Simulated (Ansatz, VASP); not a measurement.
One calculation of LiB7, two programs

```
Li B
1.0
     3.64652    0.00000    0.00000
    -1.82326    3.15798    0.00000
     0.00000    0.00000    6.70595
Li B
1 7
Direct
  0.66667 0.33333 0.50000
  0.00000 0.00000 0.66667
  0.00000 0.00000 0.00000
  0.00000 0.00000 0.33333
  0.33333 0.66667 0.83333
  0.33333 0.66667 0.16667
  0.66667 0.33333 0.83333
  0.66667 0.33333 0.16667
```

Change from the starting cell: ordered superstructure of omega with vacancies (P-6m2, No. 187).

Alike in both runs: task single point; functional PBE; k mesh 6 × 6 × 4; occupations gaussian, width 0.1 eV; no spin polarisation.

|  | VASP | Ansatz |
| --- | --- | --- |
| version | VASP 6.6.1 | Ansatz 0.2.0 |
| potentials or method | VASP PAW PBE potentials, release 64 (Li_sv, B) | scalar-relativistic, plane waves, PAW |
| plane-wave cutoff (eV) | 520 | 420 |
| valence electrons in the cell | 24 | 24 |

```tsv
	VASP	Ansatz	Ansatz less VASP
gap on the k mesh at the Fermi level (eV)	none	none	-
rms of the force components (eV/Å)	0.521	0.519	-0.0020
```

Atom by atom the forces differ by 0.002 eV/Å (rms over components). A gap of «none» marks a metal or a gap that the smearing closes.

Caveats: forces of over 1 eV/Å show positions far from the minimum, so gaps and moduli don't describe the material at rest.
